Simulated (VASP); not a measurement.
Method: r2SCAN meta-GGA, VASP's PBE PAW potentials (set 64) (plane waves; VASP).

The input files of a VASP run:

**INCAR**
```
! general
SYSTEM =NiSb
PREC   =Accurate
ENCUT  =520
LREAL  =.False.
LASPH  =.True.

! electronic loop
EDIFF  =1E-7
NELM   =100
ALGO   =Normal
LMAXMIX=4
LMIXTAU=.True.

! smearing
ISMEAR =1
SIGMA  =0.1

! functional
METAGGA=R2SCAN

! ions
IBRION =2
NSW    =30
ISIF   =4
EDIFFG =-0.01

! output
LWAVE  =.False.
LCHARG =.False.
```

POSCAR:
```
NiSb
1
    1.9844701455    -3.4372032828     0.0000000000
    1.9844701455     3.4372032828     0.0000000000
    0.0000000000     0.0000000000     5.1743502218
Ni Sb
2 2
Direct
  0.0000000000   0.0000000000   0.5000000000
  0.0000000000   0.0000000000   0.0000000000
  0.3333330000   0.6666670000   0.2500000000
  0.6666670000   0.3333330000   0.7500000000
```

File KPOINTS:
```
K-points
0
gamma
 9 9 6
```

POTCAR, in this order: Ni Sb (PBE.64 set). Program: vasp_std.

Output of the run:

OSZICAR:
```
       N       E                     dE             d eps       ncg     rms          rms(c)
DAV:   1     0.114772261175E+03    0.11477E+03   -0.13119E+04  1824   0.168E+03
DAV:   2    -0.716462034837E+02   -0.18642E+03   -0.18159E+03  1836   0.330E+02
DAV:   3    -0.809722488514E+02   -0.93260E+01   -0.90315E+01  2061   0.927E+01
DAV:   4    -0.812329461112E+02   -0.26070E+00   -0.25836E+00  2014   0.143E+01
DAV:   5    -0.812413955158E+02   -0.84494E-02   -0.84464E-02  2232   0.273E+00    0.126E+01
DAV:   6    -0.806598625836E+02    0.58153E+00   -0.39649E+01  1929   0.118E+02    0.184E+01
DAV:   7    -0.761377116969E+02    0.45222E+01   -0.11765E+01  1971   0.737E+01    0.418E+00
DAV:   8    -0.763464224022E+02   -0.20871E+00   -0.24100E+00  2531   0.191E+01    0.318E+00
DAV:   9    -0.763043175154E+02    0.42105E-01   -0.27603E-01  2245   0.887E+00    0.914E-01
DAV:  10    -0.763415141002E+02   -0.37197E-01   -0.41614E-02  2037   0.206E+00    0.462E-01
DAV:  11    -0.763394940461E+02    0.20201E-02   -0.30534E-03  2505   0.639E-01    0.201E-01
DAV:  12    -0.763418426700E+02   -0.23486E-02   -0.10157E-02  2028   0.132E+00    0.855E-02
DAV:  13    -0.763425625876E+02   -0.71992E-03   -0.85814E-04  1916   0.380E-01    0.494E-02
DAV:  14    -0.763425222175E+02    0.40370E-04   -0.42709E-05  2039   0.621E-02    0.187E-02
DAV:  15    -0.763425829358E+02   -0.60718E-04   -0.41848E-05  1941   0.106E-01    0.405E-03
DAV:  16    -0.763425614311E+02    0.21505E-04   -0.47118E-06  1924   0.322E-02    0.233E-03
DAV:  17    -0.763425762456E+02   -0.14815E-04   -0.97150E-07  2017   0.164E-02    0.188E-03
DAV:  18    -0.763425656570E+02    0.10589E-04   -0.37285E-07  1799   0.868E-03    0.270E-04
DAV:  19    -0.763425690703E+02   -0.34134E-05   -0.33270E-08   978   0.235E-03    0.512E-04
DAV:  20    -0.763425672912E+02    0.17792E-05   -0.96978E-09   981   0.193E-03    0.166E-04
DAV:  21    -0.763425677885E+02   -0.49731E-06   -0.25546E-09   963   0.503E-04    0.425E-05
DAV:  22    -0.763425677793E+02    0.92246E-08   -0.59430E-10   963   0.305E-04
   1 F= -.76342568E+02 E0= -.76342432E+02  d E =-.763426E+02
```

OUTCAR:
```
------------------------ aborting loop because EDIFF is reached ----------------------------------------
  FORCE on cell =-STRESS in cart. coord.  units (eV):
  Direction    XX          YY          ZZ          XY          YZ          ZX
  --------------------------------------------------------------------------------------
  Total       -1.6005233     -1.6005234     -1.5526024      0.0000000     -0.0000000      0.0000000
  in kB      -36.3276226    -36.3276261    -35.2399463      0.0000000     -0.0000000      0.0000000
  external PRESSURE =     -35.9650650 kB  Pullay stress =       0.0000000 kB
  volume of cell :       70.59
      direct lattice vectors                 reciprocal lattice vectors
     1.984470146 -3.437203283  0.000000000     0.251956423 -0.145467102  0.000000000
     1.984470146  3.437203283  0.000000000     0.251956423  0.145467102  0.000000000
     0.000000000  0.000000000  5.174350222     0.000000000  0.000000000  0.193260981
 POSITION                                       TOTAL-FORCE (eV/Angst)
 -----------------------------------------------------------------------------------
      0.00000      0.00000      2.58718         0.000000      0.000000     -0.000000
      0.00000      0.00000      0.00000         0.000000      0.000000     -0.000000
      1.98447      1.14574      1.29359        -0.000000     -0.000000     -0.000000
      1.98447     -1.14574      3.88076        -0.000000      0.000000      0.000000
 -----------------------------------------------------------------------------------
    total drift:                               -0.000000      0.000000      0.000000
  FREE ENERGIE OF THE ION-ELECTRON SYSTEM (eV)
  ---------------------------------------------------
  free  energy   TOTEN  =       -76.3425677793 eV

  energy  without entropy=      -76.3421593927  energy(sigma->0) =      -76.34243165

 reached required accuracy - stopping structural energy minimisation
```
(Selected blocks of OUTCAR.)

**OUTCAR**
```
 val. band max:        9.4552735839   @ k =   0.4444   0.1111   0.0000

 cond. band min:       9.5005419515   @ k =   0.1111   0.1111   0.5000


 Fermi energy:         9.4949357171

 k-point     1 :       0.0000    0.0000    0.0000
  band No.  band energies     occupation
      1      -3.7967      2.00000
      2       0.8527      2.00000
      3       3.1138      2.00000
      4       5.5502      2.00000
      5       5.5502      2.00000
      6       6.3623      2.00000
      7       6.9057      2.00000
      8       6.9058      2.00000
      9       7.3884      2.00000
     10       7.3885      2.00000
     11       8.1633      2.00000
     12       8.1634      2.00000
     13       9.4265      1.90858
     14      10.0521     -0.00000
     15      10.0521     -0.00000
     16      11.9845      0.00000
     17      11.9845      0.00000
     18      13.0257      0.00000
     19      13.6338      0.00000

 k-point     2 :       0.1111    0.0000    0.0000
  band No.  band energies     occupation
      1      -3.6385      2.00000
      2       0.8425      2.00000
      3       3.2920      2.00000
      4       5.5067      2.00000
      5       5.5834      2.00000
      6       6.2982      2.00000
      7       6.7971      2.00000
      8       6.8419      2.00000
      9       7.2988      2.00000
     10       7.4179      2.00000
     11       8.1510      2.00000
     12       8.1634      2.00000
     13       9.0125      2.00000
     14       9.3783      2.06978
     15       9.5318      0.41991
     16      11.4073     -0.00000
     17      12.4547      0.00000
     18      13.3630      0.00000
     19      14.2121      0.00000

 k-point     3 :       0.2222    0.0000    0.0000
  band No.  band energies     occupation
      1      -3.1720      2.00000
      2       0.7580      2.00000
      3       3.8148      2.00000
      4       5.1474      2.00000
      5       5.6792      2.00000
      6       6.0282      2.00000
      7       6.6024      2.00000
...
```

Unless said otherwise, spin-orbit coupling is left out, though it shifts the bands of the heavy elements here.

The compound is NiSb in the NiAs type structure. This cell is one point of a volume scan, at 1.03 of the reference volume. The run is not spin-polarised, so no magnetic state was tried.
